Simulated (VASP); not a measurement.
# LaSb4Pd (P4/mmm) in VASP: single point with PBE

Aim: the single point of LaSb4Pd with PBE.

Program: VASP 6.6.1. These are calculated values, not measurements. Logs are shortened: lines on timing, memory, paths and dates and some standing lists are left out, and cuts for length are marked.

## Step 1: The cell of the first run

It takes space group P4/mmm (No. 123, tetragonal). The conventional cell has a = 4.539 Å, b = 4.539 Å, c = 8.472 Å, α = 90.00°, β = 90.00°, γ = 90.00°. La (site symmetry 4/mmm) is surrounded by 8 Sb at 3.36 Å. Sb (site symmetry 2mm) has 2 Pd at 2.87 Å and 4 Sb at 3.21 Å as nearest neighbours. Pd (site symmetry 4/mmm) has 8 Sb at 2.87 Å as nearest neighbours.

The cell was built by a generator and needn't be a form met in nature.

## Step 2: Single point, PBE (species swapped into the CaSnF4 type (P4/mmm, No. 123))

Contents of INCAR:

```
SYSTEM = LaSb4Pd
PREC = Accurate ; ENCUT = 520
EDIFF = 1E-6 ; ISMEAR = 0
SIGMA = 0.1 ; LREAL = .FALSE.
LASPH = .TRUE. ; NELM = 100
ALGO = Fast ; ISIF = 2
LWAVE = .FALSE. ; LCHARG = .TRUE.
GGA = PE ; LELF = .TRUE.
LVHAR = .TRUE. ; NBANDS = 30
```

Contents of KPOINTS:

```
regular mesh
0
G
  8 8 6
  0 0 0
```

Contents of POSCAR:

```
LaSb4Pd
1.0
    4.5385315022      0.0000000000      0.0000000000
    0.0000000000      4.5385315022      0.0000000000
    0.0000000000      0.0000000000      8.4716178923
La Sb Pd
1 4 1
Direct
    0.0000000000      0.0000000000      0.5000000000
    0.5000000000      0.0000000000      0.2078014814
    0.5000000000      0.0000000000      0.7921985186
    0.0000000000      0.5000000000      0.7921985186
    0.0000000000      0.5000000000      0.2078014814
    0.5000000000      0.5000000000      0.0000000000
```

Potentials or basis: VASP PAW PBE potentials, release 64 (La, Sb, Pd).

Launch:

```sh
> cat potpaw_PBE.64/La/POTCAR potpaw_PBE.64/Sb/POTCAR potpaw_PBE.64/Pd/POTCAR > POTCAR
> mpirun -np 1 vasp_std > vasp.out
```

OUTCAR:

```text
SYSTEM = LaSb4Pd
   PREC = Accurate
   ENCUT = 520
   EDIFF = 1E-6
   ISMEAR = 0
   LREAL = .FALSE.
   LASPH = .TRUE.
   NELM = 100
   ISIF = 2
   GGA = PE

 ion  position               nearest neighbor table
   1  0.000  0.000  0.500-   2 3.36   3 3.36   4 3.36   5 3.36   4 3.36   5 3.36   2 3.36   3 3.36

   2  0.500  0.000  0.208-   6 2.87   6 2.87   5 3.21   5 3.21   5 3.21   5 3.21   1 3.36   1 3.36
                             3 3.52
   3  0.500  0.000  0.792-   6 2.87   6 2.87   4 3.21   4 3.21   4 3.21   4 3.21   1 3.36   1 3.36
                             2 3.52
   4  0.000  0.500  0.792-   6 2.87   6 2.87   3 3.21   3 3.21   3 3.21   3 3.21   1 3.36   1 3.36
                             5 3.52
   5  0.000  0.500  0.208-   6 2.87   6 2.87   2 3.21   2 3.21   2 3.21   2 3.21   1 3.36   1 3.36
                             4 3.52
   6  0.500  0.500  0.000-   2 2.87   3 2.87   4 2.87   5 2.87   2 2.87   3 2.87   4 2.87   5 2.87

  LATTYP: Found a simple tetragonal cell.
 ALAT       =     4.5385315022
 C/A-ratio  =     1.8665988962

  Lattice vectors:

 A1 = (   4.5385315022,   0.0000000000,   0.0000000000)
 A2 = (   0.0000000000,   4.5385315022,   0.0000000000)
 A3 = (   0.0000000000,   0.0000000000,   8.4716178923)

Analysis of symmetry for initial positions (statically):
=====================================================================
 Subroutine PRICEL returns:
 Original cell was already a primitive cell.

 Routine SETGRP: Setting up the symmetry group for a
 simple tetragonal supercell.

 Subroutine GETGRP returns: Found 16 space group operations
 (whereof 16 operations were pure point group operations)
 out of a pool of 16 trial point group operations.

The static configuration has the point symmetry D_4h.

Analysis of symmetry for dynamics (positions and initial velocities):
=====================================================================
 Subroutine PRICEL returns:
 Original cell was already a primitive cell.

 Routine SETGRP: Setting up the symmetry group for a
 simple tetragonal supercell.

 Subroutine GETGRP returns: Found 16 space group operations
 (whereof 16 operations were pure point group operations)
 out of a pool of 16 trial point group operations.

The dynamic configuration has the point symmetry D_4h.

 Subroutine INISYM returns: Found 16 space group operations
 (whereof 16 operations are pure point group operations),
 and found     1 'primitive' translations

----------------------------------------------------------------------------------------

[... 102 lines left out ...]
   EDIFFG = 0.1E-04   stopping-criterion for IOM
   NSW    =      0    number of steps for IOM
   IBRION =     -1    ionic relax: 0-MD 1-quasi-New 2-CG
   NFREE  =      0    steps in history (QN), initial steepest desc. (CG)
   ISIF   =      2    stress and relaxation
   ISYM   =      2    0-nonsym 1-usesym 2-fastsym
   POTIM  = 0.5000    time-step for ionic-motion
   TEBEG  =    0.0;   TEEND  =   0.0 temperature during run
   PSTRESS=    0.0 pullay stress
   NELECT =      41.0000    total number of electrons
   NUPDOWN=      -1.0000    fix difference up-down
   EMIN   =  10.00;   EMAX   =-10.00  energy-range for DOS
   EFERMI =   0.00;   METHOD = LEGACY
   ISMEAR =     0;   SIGMA  =   0.10  broadening in eV -4-tet -1-fermi 0-gaus
   EFERMI_NEDOS =   21; number of points for ismear=-14 and -15
   IALGO  =     68    algorithm
   IMIX   =      4    mixing-type and parameters
     AMIX     =   0.40;   BMIX     =  1.00
     AMIX_MAG =   1.60;   BMIX_MAG =  1.00
  volume/ion in A,a.u.               =      29.08       196.26
  Fermi-wavevector in a.u.,A,eV,Ry     =   1.010192  1.908985 13.884570  1.020487
  Thomas-Fermi vector in A             =   2.143166
   LORBIT       =      0    0 simple, 1 ext, 2 COOP (PROOUT), +10 PAW based schemes
   GGA     = PE    functional components
   LHFCALC =     F    Hartree Fock is set to
   AEXX    =    0.0000 exact exchange contribution
   IVDW    =     0    specifies the selected vdW correction
   LEPSILON=     F    determine dielectric tensor
   LRPA    =     F    only Hartree local field effects (RPA)
 non-spin polarized calculation
 RMM-DIIS sequential band-by-band and
 Gauss-broadening in eV      SIGMA  =   0.10
  energy-cutoff  :      520.00
  volume of cell :      174.50
 maximum number of plane-waves:      4736
 NGX is ok and might be reduce to    36
   NGX = 17   NGY = 17   NGZ = 31

 number of electron      40.9999992 magnetization

 Free energy of the ion-electron system (eV)
  ---------------------------------------------------
  ext. energy  EPLUGINS =         0.00000000
  ---------------------------------------------------
  free energy    TOTEN  =       -29.00684396 eV

  energy without entropy =      -28.98321994  energy(sigma->0) =      -28.99503195

 E-fermi :   7.4332     XC(G=0):  -9.7416

 val. band max:        7.4063169157   @ k =   0.1250   0.0000   0.0000
 cond. band min:       7.4351669496   @ k =   0.0000   0.0000   0.1667
 fundamental gap:      0.0288500339
 Fermi energy:         7.4331623498

 k-point     1 :       0.0000    0.0000    0.0000
  band No.  band energies     occupation
      1     -25.5935      2.00000
      2      -9.4620      2.00000
      3      -9.2630      2.00000
      4      -9.2630      2.00000
      5      -4.2744      2.00000
      6      -3.1241      2.00000
[... 781 lines left out ...]
     29       9.2402      0.00000
     30       9.4382      0.00000

 [... further k-points ...]
[... 5 lines left out ...]
  --------------------------------------------------------------------------------------
  -------------------------------------------------------------------------------------
  Total       -0.0987702     -0.0987702     -0.1302163      0.0000000     -0.0000000      0.0000000
  in kB       -0.9068585     -0.9068585     -1.1955806      0.0000000     -0.0000000      0.0000000
  external PRESSURE =      -1.0030992 kB  Pullay stress =       0.0000000 kB

 VOLUME and BASIS-vectors are now :
 -----------------------------------------------------------------------------
  energy-cutoff  :      520.00
  volume of cell :      174.50
      direct lattice vectors                 reciprocal lattice vectors
     4.538531502  0.000000000  0.000000000     0.220335586  0.000000000  0.000000000
     0.000000000  4.538531502  0.000000000     0.000000000  0.220335586  0.000000000
     0.000000000  0.000000000  8.471617892     0.000000000  0.000000000  0.118041207

 POSITION                                       TOTAL-FORCE (eV/Angst)
 -----------------------------------------------------------------------------------
      0.00000      0.00000      4.23581        -0.000000      0.000000      0.000000
      2.26927      0.00000      1.76041         0.000000      0.000000      0.003032
      2.26927      0.00000      6.71120         0.000000      0.000000     -0.003032
      0.00000      2.26927      6.71120        -0.000000     -0.000000     -0.003032
      0.00000      2.26927      1.76041         0.000000     -0.000000      0.003032
      2.26927      2.26927      0.00000        -0.000000      0.000000      0.000000
 -----------------------------------------------------------------------------------
    total drift:                                0.000000      0.000000      0.000000

  FREE ENERGIE OF THE ION-ELECTRON SYSTEM (eV)
  ---------------------------------------------------
  free  energy   TOTEN  =       -29.0068439557 eV

  energy  without entropy=      -28.9832199421  energy(sigma->0) =      -28.99503195
```

OSZICAR:

```text
N       E                     dE             d eps       ncg     rms          rms(c)
DAV:   1     0.322106204999E+03    0.32211E+03   -0.14596E+04  3600   0.139E+03
DAV:   2     0.280952349183E+02   -0.29401E+03   -0.27099E+03  4406   0.291E+02
DAV:   3    -0.254358372679E+02   -0.53531E+02   -0.49338E+02  4924   0.119E+02
[... 21 lines left out ...]
RMM:  25    -0.290068389897E+02   -0.23947E-05   -0.26605E-05  4638   0.174E-02    0.439E-03
RMM:  26    -0.290068408216E+02   -0.18319E-05   -0.20453E-05  4445   0.158E-02    0.431E-03
RMM:  27    -0.290068424165E+02   -0.15949E-05   -0.15314E-05  4270   0.142E-02    0.501E-03
RMM:  28    -0.290068432150E+02   -0.79849E-06   -0.12177E-05  4134   0.133E-02    0.399E-03
RMM:  29    -0.290068439557E+02   -0.74062E-06   -0.91571E-06  4045   0.122E-02
   1 F= -.29006844E+02 E0= -.28995032E+02  d E =-.236240E-01
```

stdout:

```text
POSCAR found type information on POSCAR LaSbPd
 POSCAR found :  3 types and       6 ions
 scaLAPACK will be used
 LDA part: xc-table for (Slater+PW92), standard interpolation
 POSCAR, INCAR and KPOINTS ok, starting setup
 FFT: planning ... GRIDC
 FFT: planning ... GRID_SOFT
 FFT: planning ... GRID
 WAVECAR not read
 entering main loop
WARNING in EDDRMM: call to ZHEGV failed, returncode =   8  4      6
WARNING in EDDRMM: call to ZHEGV failed, returncode =   8  4     19
WARNING in EDDRMM: call to ZHEGV failed, returncode =   6  3     13
```

Run time: 9.6 min. Hardware: 1 thread of Intel Xeon Platinum 8559C (Emerald Rapids), shared host; peak memory 0.53 GiB.

What came out:

```
Free energy            : -29.0068 eV
Pressure               : -0.1 GPa
Largest force          : 0.003 eV/Å
Band gap on the k mesh : none (metal or under the smearing width)
```

Forces in eV/Å, atoms in the order of the input:
```
La   0.000  0.000  0.000
Sb   0.000  0.000  0.003
Sb   0.000  0.000 -0.003
Sb   0.000  0.000 -0.003
Sb   0.000  0.000  0.003
Pd   0.000  0.000  0.000
```

The run has no spin-orbit coupling, so splittings on La, Sb are missing.
